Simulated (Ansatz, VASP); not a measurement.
## Cross-check of HfTi2 between VASP and Ansatz

One calculation is typed for both programs; each brings its own data sets and cutoff. How far apart do they land? The cell is invented: other elements were put on sites of a known structure type. It may not be a known or stable phase. The cell is taken from a series of VASP runs on this material, whose earlier steps may have relaxed, scaled or displaced it; both programs get it as it stands.

Calculated with Ansatz 0.2.0; plane waves, with VASP 6.6.1 beside it; relaxation of cell and atoms at LDA.

### Step 1. Starting point

The structure is trigonal, space group P-3m1 (No. 164). The conventional cell has a = 2.944 Å, b = 2.944 Å, c = 7.021 Å, α = 90.00°, β = 90.00°, γ = 120.00°. Nearest to Hf lie 6 Hf at 2.94 Å and 6 Ti at 2.95 Å. Nearest to Ti lie 9 Ti at 2.78 to 2.94 Å and 3 Hf at 2.95 Å. Farther neighbours are not listed.

Coordinates:

```cif
data_structure
_symmetry_space_group_name_H-M 'P-3m1'
_symmetry_Int_Tables_number 164
_cell_length_a 2.9444
_cell_length_b 2.9444
_cell_length_c 7.0210
_cell_angle_alpha 90.000
_cell_angle_beta 90.000
_cell_angle_gamma 120.000
_cell_volume 52.71
loop_
_atom_site_label
_atom_site_type_symbol
_atom_site_symmetry_multiplicity
_atom_site_Wyckoff_symbol
_atom_site_fract_x
_atom_site_fract_y
_atom_site_fract_z
_atom_site_occupancy
Hf1 Hf 1 a 0.00000 0.00000 0.00000 1
Ti1 Ti 2 d 0.66667 0.33333 0.34377 1
```

### Step 2. VASP: relaxation of cell and atoms, LDA

The relaxed volume is the usual yardstick between codes: its relative difference is about their pressure difference at one cell divided by the bulk modulus.

Lines of VASP's logs that name or quote its potential files are left out, and so is its time.

Contents of INCAR:

```
SYSTEM = HfTi2
PREC = Accurate
ENCUT = 400
EDIFF = 1E-06
NELM = 100
ISMEAR = 1
SIGMA = 0.2
LREAL = .FALSE.
ALGO = Normal
GGA = CA
LORBIT = 11
LWAVE = .FALSE.
LCHARG = .FALSE.
IBRION = 2
NSW = 60
ISIF = 3
EDIFFG = -0.01
```

Contents of POSCAR:

```
HfTi2
1.0
    2.9444178807     -0.0000000006      0.0000000000
   -1.4722089362      2.5499406854      0.0000000000
    0.0000000000      0.0000000000      7.0210436629
Hf Ti
1 2
Direct
    0.0000000000      0.0000000000      0.0000000000
    0.6666666700      0.3333333300      0.3437720962
    0.3333333300      0.6666666700      0.6562279038
```

Contents of KPOINTS:

```
Automatic mesh
0
Gamma
8 8 3
0 0 0
```

The projector-augmented-wave data sets are Hf_pv and Ti_sv (LDA family, release 64).

Launch:

```bash
mpirun -np 1 vasp_std
```

Numbers of over 12 decimals in the logs are rounded to 6 here.

The log of the run:

```text
[banner, memory and clock lines left out]
running    1 mpi-ranks, on    1 nodes
 distrk:  each k-point on    1 cores,    1 groups
 distr:  one band on    1 cores,    1 groups

 POSCAR found type information on POSCAR HfTi
 POSCAR found :  2 types and       3 ions
 LDA part: xc-table for (Slater(with rela. corr.)+CA(PZ))
 , standard interpolation
 POSCAR, INCAR and KPOINTS ok, starting setup
 FFT: planning ... GRIDC
 FFT: planning ... GRID_SOFT
 FFT: planning ... GRID
 WAVECAR not read
 entering main loop
       N       E                     dE             d eps       ncg     rms          rms(c)
DAV:   1     0.310004831552E+03    0.31000E+03   -0.15872E+04  1074   0.158E+03
DAV:   2     0.818194143464E+01   -0.30182E+03   -0.29691E+03  1065   0.481E+02
DAV:   3    -0.272952529063E+02   -0.35477E+02   -0.34455E+02  2055   0.129E+02
DAV:   4    -0.299775877691E+02   -0.26823E+01   -0.26471E+01  1399   0.298E+01
DAV:   5    -0.301128146305E+02   -0.13523E+00   -0.13491E+00  1599   0.654E+00    0.619E+01
DAV:   6    -0.295838752646E+02    0.52894E+00   -0.29523E+01  1499   0.476E+01    0.108E+01
DAV:   7    -0.309242228642E+02   -0.13403E+01   -0.56987E+01  1496   0.334E+01    0.501E+01
DAV:   8    -0.275170324815E+02    0.34072E+01   -0.11930E+01  1499   0.263E+01    0.115E+01
DAV:   9    -0.274639892823E+02    0.53043E-01   -0.18256E+00  1670   0.711E+00    0.240E+00
DAV:  10    -0.274600028869E+02    0.39864E-02   -0.15377E-01  1457   0.298E+00    0.866E-01
DAV:  11    -0.274624129574E+02   -0.24101E-02   -0.24014E-02  1504   0.116E+00    0.553E-01
DAV:  12    -0.274600727449E+02    0.23402E-02   -0.18090E-02  1492   0.795E-01    0.215E-01
DAV:  13    -0.274600264409E+02    0.46304E-04   -0.61192E-04  1471   0.159E-01    0.116E-01
DAV:  14    -0.274600307838E+02   -0.43428E-05   -0.23260E-05  1456   0.293E-02    0.113E-01
DAV:  15    -0.274600427046E+02   -0.11921E-04   -0.13807E-05  1254   0.194E-02    0.171E-01
DAV:  16    -0.274600350800E+02    0.76246E-05   -0.38865E-04  1541   0.110E-01    0.194E-01
DAV:  17    -0.274600154431E+02    0.19637E-04   -0.59078E-05  1346   0.538E-02    0.105E-01
DAV:  18    -0.274600134081E+02    0.20350E-05   -0.81338E-06  1238   0.171E-02    0.536E-02
DAV:  19    -0.274600131269E+02    0.28115E-06   -0.28178E-06  1013   0.128E-02
   1 F= -.27460013E+02 E0= -.27458503E+02  d E =-.274600E+02
[...]
2 F= -.27462534E+02 E0= -.27461251E+02  d E =-.252101E-02
[...]
3 F= -.27462912E+02 E0= -.27461796E+02  d E =-.289884E-02
[...]
4 F= -.27462922E+02 E0= -.27461785E+02  d E =-.290926E-02
[...]
5 F= -.27462924E+02 E0= -.27461797E+02  d E =-.165040E-05
 trial-energy change:   -0.000002  1 .order   -0.000020   -0.000738    0.000697
 step:   0.5516(harm=  0.5734)  dis= 0.00066  next Energy=   -27.463103 (dE=-0.180E-03)
 bond charge predicted
       N       E                     dE             d eps       ncg     rms          rms(c)
DAV:   1    -0.274665148745E+02   -0.35915E-02   -0.95659E-02  1490   0.397E+00    0.627E-01
DAV:   2    -0.274647036692E+02    0.18112E-02   -0.28972E-02  1619   0.153E+00    0.746E-01
DAV:   3    -0.274632259593E+02    0.14777E-02   -0.12408E-02  1681   0.554E-01    0.211E-01
DAV:   4    -0.274629976949E+02    0.22826E-03   -0.14303E-03  1650   0.296E-01    0.602E-02
DAV:   5    -0.274630507906E+02   -0.53096E-04   -0.33263E-04  1487   0.102E-01    0.616E-02
DAV:   6    -0.274630842383E+02   -0.33448E-04   -0.66533E-05  1570   0.374E-02    0.199E-02
DAV:   7    -0.274631034873E+02   -0.19249E-04   -0.42833E-05  1530   0.314E-02    0.818E-03
DAV:   8    -0.274631043451E+02   -0.85777E-06   -0.45124E-06  1102   0.103E-02
   6 F= -.27463104E+02 E0= -.27461972E+02  d E =-.181954E-03
 curvature:  -0.34 expect dE=-0.177E-05 dE for cont linesearch -0.934E-06
 trial: gam= 0.00000 g(F)=  0.100E-05 g(S)=  0.417E-05 ort =-0.465E-04 (trialstep = 0.100E+01)
 search vector abs. value=  0.518E-05
 reached required accuracy - stopping structural energy minimisation
```

Parts of OUTCAR (step 2):

```text
ion  position               nearest neighbor table
   1  0.000  0.000  0.000-   2 2.95   3 2.95   3 2.95   2 2.95   2 2.95   3 2.95
   2  0.667  0.333  0.344-   3 2.78   3 2.78   3 2.78   1 2.95   1 2.95   1 2.95
   3  0.333  0.667  0.656-   2 2.78   2 2.78   2 2.78   1 2.95   1 2.95   1 2.95

  LATTYP: Found a hexagonal cell.
 ALAT       =     2.9444178807
 C/A-ratio  =     2.3845269073

 Subroutine GETGRP returns: Found 12 space group operations
 (whereof 12 operations were pure point group operations)

The static configuration has the point symmetry D_3d.

 Found     25 irreducible k-points:

   k-points           NKPTS =     25   k-points in BZ     NKDIM =     25   number of bands    NBANDS=     21

   dimension x,y,z NGX =    20 NGY =   20 NGZ =   48
   dimension x,y,z NGXF=    40 NGYF=   40 NGZF=   96

   ENCUT  =  400.0 eV  29.40 Ry    5.42 a.u.   4.80  4.80 11.45*2*pi/ulx,y,z

   NELECT =      34.0000    total number of electrons

 k-points in reciprocal lattice and weights: Automatic mesh
   0.00000000  0.00000000  0.00000000       0.005
   0.12500000 -0.00000000  0.00000000       0.031
   0.25000000 -0.00000000  0.00000000       0.031
   0.37500000 -0.00000000  0.00000000       0.031
   0.50000000 -0.00000000  0.00000000       0.016
   0.12500000  0.12500000  0.00000000       0.031
   0.25000000  0.12500000  0.00000000       0.062
   0.37500000  0.12500000  0.00000000       0.062
   0.25000000  0.25000000  0.00000000       0.031
[...]
0.25000000  0.25000000  0.33333333       0.062
   0.37500000  0.25000000  0.33333333       0.062

 average (electrostatic) potential at core
       1 -34.3046       2 -73.0344       3 -73.0344

 E-fermi :   7.4265

 k-point     1 :       0.0000    0.0000    0.0000
  band No.  band energies     occupation
    ...
     11     -21.8073      2.00000
     12       0.6597      2.00000
     13       3.3143      2.00000
     14       4.2383      2.00000
     15       7.4357      0.92251
     16       7.7044     -0.06432
     17       8.2462     -0.00000
     18       8.2462     -0.00000
     19       8.2672     -0.00000
     20       8.2672     -0.00000
    ...

 k-point     2 :       0.1250   -0.0000    0.0000
  band No.  band energies     occupation
    ...
     12       1.2001      2.00000
     13       3.8132      2.00000
     14       4.5654      2.00000
     15       7.0466      2.02182
     16       7.3543      1.56903
     17       7.9494     -0.00137
     18       7.9779     -0.00068
     19       8.3272     -0.00000
     20       8.4123     -0.00000
     21       8.5470     -0.00000

 k-point     3 :       0.2500   -0.0000    0.0000
  band No.  band energies     occupation
    ...
     14       5.2179      2.00000
     15       6.2239      2.00000
     16       7.0670      2.02904
     17       7.2872      1.91718
     18       7.3951      1.26188
     19       8.0488     -0.00010
     20       8.6106     -0.00000
     21       8.7610     -0.00000

  Total       -0.0029013     -0.0029013     -0.0155766     -0.0000000      0.0000000     -0.0000000
  in kB       -0.0882375     -0.0882375     -0.4737366     -0.0000000      0.0000000     -0.0000000
  external PRESSURE =      -0.2167372 kB  Pullay stress =       0.0000000 kB

  energy-cutoff  :      400.00
  volume of cell :       52.68
      direct lattice vectors                 reciprocal lattice vectors
     2.929427326 -0.000000001 -0.000000000     0.341363649  0.197086394 -0.000000000
    -1.464713659  2.536958484 -0.000000000     0.000000000  0.394172789 -0.000000000
     0.000000000  0.000000000  7.088418428     0.000000000  0.000000000  0.141075193

 POSITION                                       TOTAL-FORCE (eV/Angst)
 -----------------------------------------------------------------------------------
      0.00000      0.00000      7.08842        -0.000000     -0.000000      0.000000
      1.46471      0.84565      2.43048        -0.000000     -0.000000     -0.003226
     -0.00000      1.69131      4.65794         0.000000      0.000000      0.003226
 -----------------------------------------------------------------------------------
    total drift:                               -0.000000      0.000000     -0.000000

  FREE ENERGIE OF THE ION-ELECTRON SYSTEM (eV)
  ---------------------------------------------------
  free  energy   TOTEN  =       -27.4631043451 eV

  energy  without entropy=      -27.4597077511  energy(sigma->0) =      -27.46197215

 reached required accuracy - stopping structural energy minimisation

 total charge
# of ion       s       p       d       tot
------------------------------------------
    1        0.439   6.414   1.829   8.682
    2        2.251   6.119   1.962  10.331
    3        2.251   6.119   1.962  10.331
--------------------------------------------------
tot          4.940  18.651   5.753  29.344

[... 3 further parts left out ...]
```

Harder data sets than Hf_pv exist (the GW ones), and pressures, volumes and forces can shift noticeably with them. The run keeps the 12 symmetry operations of its start, so it cannot find a distortion of lower symmetry.

### Step 3. Ansatz: relaxation of cell and atoms, LDA

Ansatz runs on its default PAW (the set named soft_2) files.

The same cell, functional (in two slightly different forms), mesh and smearing now go to Ansatz, which takes its cutoff from its data sets.

Contents of input.yaml:

```yaml
crystal:
  lattice:
    - [2.9444178807, -6.0e-10, 0.0]
    - [-1.4722089362, 2.5499406854, 0.0]
    - [0.0, 0.0, 7.0210436629]
  atoms:
    - { symbol: Hf, position: [0.0, 0.0, 0.0] }
    - { symbol: Ti, position: [0.66666667, 0.33333333, 0.3437720962] }
    - { symbol: Ti, position: [0.33333333, 0.66666667, 0.6562279038] }
hamiltonian:
  xc: lda
  pseudopotentials: { kind: paw }
kpoints:
  mp_grid: { grid: [8, 8, 3] }
scf:
  occupations: { method: methfessel_paxton, width: 0.2 }
relax:
  f_tol: 0.01
  max_steps: 60
  cell: { stress_tol: 0.05 }
output:
  forces: true
  stress: true
```

Launch:

```bash
ansatz run input.yaml --threads 4 --pin off --max-ram 9216MiB --backend cpu --events-out ev --progress --plain --runs-dir out
```

The log of the run:

```text
Warning: the atoms were moved onto the symmetric positions of the space group found under crystal.symmetry.tolerance 1.0e-5 (fractional; no operation is sought that the atoms, as they stand in a round, miss by more than twice it, and no atom is moved by as much as it), and the run uses the moved positions. Before a round's move an operation carried an atom to 2.94e-8 Å from where it should land, the largest such dist [...]
Engine: ansatz 0.2.0, aarch64-unknown-linux-gnu
Pseudopotentials: kind: paw
Pseudopotential: Hf, paw, valence charge 26, recommended cutoff 420 eV (normal), Hf.paw.azcp
Pseudopotential: Ti, paw, valence charge 12, recommended cutoff 420 eV (normal), Ti.paw.azcp
Functional definition: SPW92
  exchange = slater_x
  correlation = pw_c
Crystal: 3 atoms, lattice volume = 52.715 Å³
Basis set: ecut = 420 eV, 1031 PW (Γ)
Bands: 30, of which v1, the nominal top of the filled ones, is band 25 counted from 1 (24 counted from 0)
Symmetry: 12 space group operations
Space group: P-3m1 (ITA 164), of the structure as read, at distance tolerance 3.7e-5 Å
k-points: 25 of 192
Non-local potential: Hf, projectors of the file, l = 0: 3, l = 1: 2, l = 2: 2, l = 3: 3
Non-local potential: Ti, projectors of the file, l = 0: 3, l = 1: 2, l = 2: 3, l = 3: 1
PAW form: soft (Blöchl's): semilocal exchange-correlation on the pseudo side does not see the compensation charge
PAW frozen core: Hf, regenerated for the run's functional, and the local potential with it (the file was generated under x = pbe(κ = 0.804, μ = 0.219515), c = pbe(β = 0.066725))
PAW frozen core: Ti, regenerated for the run's functional, and the local potential with it (the file was generated under x = pbe(κ = 0.804, μ = 0.219515), c = pbe(β = 0.066725))
PAW one-centre angular grid: Hf, 590 points (default); XC on 64 Gauss nodes
PAW one-centre angular grid: Ti, 590 points (default); XC on 64 Gauss nodes
Initial density: superposition of atomic densities (neutral atoms: chi_scale 0, normalization atom), corrected by the library's trained network
Initial wavefunctions: pseudopotential atomic-orbital guess
Functional: x = slater, c = lda
SCF iter   1: F=—  HF=-20377.143146 eV  |F-HF|=—  |Δ(HF+E_count)|=         —  Δρ=6.40e-3  dr2=2.18e-2  ethr=1.77e-3  ⟨swp⟩=3.0  Hψ=2287  notcnv=0
preconditioner: auto → Kerker (q_TF=auto, 2.704 Å⁻¹)  [metal: Δε(μ)=0.004 eV  Ē_g=18.179 eV  σ=0.200 eV  W_gap=0.02  n_scr=24 (ndim 8)  ℏωp=33.9 eV  f_vac=0.000  D(μ)=5.15/eV (n_scr^D=50)]
SCF iter   2: F=—  HF=-20377.142271 eV  |F-HF|=—  |Δ(HF+E_count)|=   8.75e-4  S|Δr|=    0.00e0  Δρ=3.57e-3  dr2=4.77e-3  ethr=4.35e-5  ⟨swp⟩=1.0  Hψ=950  notcnv=0
SCF iter   3: F=—  HF=-20377.142501 eV  |F-HF|=—  |Δ(HF+E_count)|=   2.30e-4  S|Δr|=    0.00e0  Δρ=9.27e-4  dr2=4.83e-4  ethr=9.54e-6  ⟨swp⟩=2.0  Hψ=937  notcnv=0
SCF iter   4: F=—  HF=-20377.142227 eV  |F-HF|=—  |Δ(HF+E_count)|=   2.75e-4  S|Δr|=    0.00e0  Δρ=3.95e-4  dr2=7.02e-5  ethr=9.65e-7  ⟨swp⟩=2.0  Hψ=1352  notcnv=0
SCF iter   5: F=—  HF=-20377.142224 eV  |F-HF|=—  |Δ(HF+E_count)|=   2.28e-6  S|Δr|=    0.00e0  Δρ=7.29e-5  dr2=2.14e-6  ethr=1.40e-7  ⟨swp⟩=2.0  Hψ=1068  notcnv=0
SCF iter   6: F=-20377.142224 eV  HF=-20377.142224 eV  |F-HF|=3.62e-8  |Δ(HF+E_count)|=   3.71e-7  S|Δr|=    0.00e0  Δρ=1.26e-5  dr2=8.57e-8  ethr=2.00e-10  ⟨swp⟩=4.0  Hψ=3292  notcnv=0
SCF 1 converged in 6 iterations: F = -20377.142224 eV  dr2 = 8.57e-8
  greatest PAW one-centre occupation: 0.999 electrons in one spin orbital (limit 2), on the Ti atom at site 2 (counted from 0), in its partial waves of l = 0
relax step   1: F+E_penalty+E_count = -20377.14222383 eV  Δ(F+E_penalty+E_count) = +0.000e0 eV  max|allowed force component| = 6.358e-2 eV/Å  Δτ_max = 0.0000 Å  P = +0.429 GPa  Ω = 52.715 Å³  (6 SCF iters, dr2 threshold 1.00e-7 eV, accepted)
[...]
relax step   2: F+E_penalty+E_count = -20377.14567358 eV  Δ(F+E_penalty+E_count) = -3.450e-3 eV  max|allowed force component| = 6.377e-3 eV/Å  Δτ_max = 0.0041 Å  P = -0.224 GPa  Ω = 53.016 Å³  energy of the carried Pulay correction = -6.766e-5 eV  (6 SCF iters, dr2 threshold 3.00e-7 eV, accepted)
[...]
relax step   3: F+E_penalty+E_count = -20377.14568283 eV  Δ(F+E_penalty+E_count) = -9.250e-6 eV  max|allowed force component| = 8.150e-3 eV/Å  Δτ_max = 0.0016 Å  P = +0.259 GPa  Ω = 52.798 Å³  energy of the carried Pulay correction = -1.885e-5 eV  (6 SCF iters, dr2 threshold 1.47e-7 eV, rejected (line search))
[...]
relax step   4: F+E_penalty+E_count = -20377.14577435 eV  Δ(F+E_penalty+E_count) = -1.008e-4 eV  max|allowed force component| = 3.398e-4 eV/Å  Δτ_max = 0.0007 Å  P = -0.000 GPa  Ω = 52.914 Å³  energy of the carried Pulay correction = -4.489e-5 eV  (8 SCF iters, accepted)
[...]
relax step   5: F+E_penalty+E_count = -20377.14584019 eV  Δ(F+E_penalty+E_count) = -6.583e-5 eV  max|allowed force component| = 3.922e-4 eV/Å  Δτ_max = 0.0000 Å  P = +0.002 GPa  Ω = 52.914 Å³  stress off target by 8.25e-3 GPa  SCF on the basis re-selected at this cell (its energy is not comparable with the rows above)  (5 SCF iters)
basis re-selected at this cell: Δ(F+E_penalty+E_count) = -6.583e-5 eV, ΔP = +0.003 GPa vs the last step (what re-selecting the basis moved, of the pressure what is left beyond the Pulay correction that the steps carried, after the strain that the cell walked since its last selection, with what the two solves' SCF thresholds leave and, on support functions, any second-order correction that the steps lacked; it is no m [...]
SCF converged after 5 iterations
Stability not checked: this state was not tested for a lower state beside it, because cold or Methfessel-Paxton smearing, or corrected tetrahedra, fill the levels in a way that the test cannot read (fill_not_monotonic; see scf.lower_state_search)
Free energy (F): -20377.145840 eV
Harris-Foulkes:  -20377.145840 eV  (|F-HF|=3.64e-12)
Internal energy: -20377.141446 eV  (E = F + TS)
E sigma→0 (E₀):  -20377.144742 eV
Entropy (-TS):   -0.004394 eV (-1.465 meV/atom)
Fermi energy:    16.884691 eV
--- Per-component energies (eV) ---
  E_band       = -251.311255
  E_kinetic    = 977.877147
  E_local      = -7696.786416  (includes V_loc(G=0)·N_el)
  E_nonlocal   = -1207.409131
  E_hartree    = 3561.003304
  E_xc         = -493.437767
  E_vxc        = -513.112046  (∫ρ·V_xc dr)
  E_paw        = -8685.896704  (= ΣΔE_a)
  E_vpaw       = 1066.112187  (= ΣTr[D̂ρ^β])
  E_aug_tail   = 0.000206  (compensation charges beyond the density's cutoff)
  E_ewald      = -6835.601229
  E_core_change = 3.109143  (= ΣΔE_core)
  E_smearing   = -0.004394  (= −TS)
  E_closure    = -0.000000  (closes the sum)
  Σ components = -20377.145840   (vs F -20377.145840, Δ=0.00e0)
--- Forces (eV/Å), atoms counted from 1 ---
  atom   1  Hf     0.00000000     0.00000000     0.00000000
  atom   2  Ti    -0.00000000     0.00000000    -0.00039216
  atom   3  Ti     0.00000000     0.00000000     0.00039216
  max |Σ_I F_I| component: 1.16e-18 eV/Å
--- Stress (GPa, compression-positive) ---
       -0.000553       0.000000       0.000000
       -0.000000      -0.000553       0.000000
        0.000000       0.000000       0.008246
  P = ⅓ Tr σ = 0.0024 GPa (0.024 kbar)
--- Relaxed structure (4 steps of the walk, 3 accepted, 1 SCFs on fresh bases) ---
  F+E_penalty+E_count = -20377.14584019 eV   max|allowed force component| = 3.922e-4 eV/Å   (the final SCF, on the basis selected at the relaxed cell)
  cell:  # Å, volume = 52.9142 Å³
    - [2.932322, -2.6849282145310595e-9, 0]
    - [-1.466161, 2.539465, 0]
    - [0, 0, 7.105882]
  atoms:
    - { symbol: Hf, position: [0, 0, 0] }
    - { symbol: Ti, position: [0.666667, 0.333333, 0.343086] }
    - { symbol: Ti, position: [0.333333, 0.666667, 0.656914] }
```

The job ended after 11 s (4 threads of Arm Neoverse N1, shared host; peak memory 0.37 GiB; 21 s of CPU time).

### Step 4. Side by side

Known differences besides the potentials themselves: the two LDA forms differ slightly; both relaxations stop at a tolerance, which leaves soft axes loose, and VASP keeps its plane-wave basis; the data sets hold 50 valence electrons in Ansatz (default PAW (the set named soft_2) files) and 34 in VASP; the cutoff is 420 eV in Ansatz and 400 eV in VASP; VASP's log shows a relativistic correction to its local exchange, Ansatz's none; Ansatz adds a Pulay correction to the stress that steers its cell, VASP none. Total energies have different zeros and are not compared.

Compared:

```csv
quantity,Ansatz,VASP,difference
volume (Å³),52.91,52.68,+0.44 %
"edge a after relaxation, in the typed setting (Å)",2.932,2.929,+0.10 %
"edge c after relaxation, in the typed setting (Å)",7.106,7.088,+0.25 %
```

The walks stopped with 0.00 GPa left in Ansatz and -0.02 GPa in VASP; each walk ends within a tolerance, so the volume difference is uncertain by about these residues over the bulk modulus, most in soft cells.

### Step 5. Outcome

```
difference in volume (relaxation of cell and atoms, LDA) : 0.44 %
```

In words: The difference in volume is 0.44 % (relaxation of cell and atoms, LDA), within the 1.2 % picked in this series as the mark of a large difference, as far as the stopping tolerances let one tell. How closely two codes agree says nothing of how well the functional describes the real material.

[Lines on the potential files, build, host, timing and source positions are cut from VASP's logs without a mark.]

[Logs are printed without paths, hosts, clocks, repeated set-up lines and the standing remarks that a program may print on its own settings, such as how far it seeks lower states.]

[Hosts, paths, dates, database ids (printed as entryN), source tags and the programs' standing remarks are cut or masked in the printed files.]
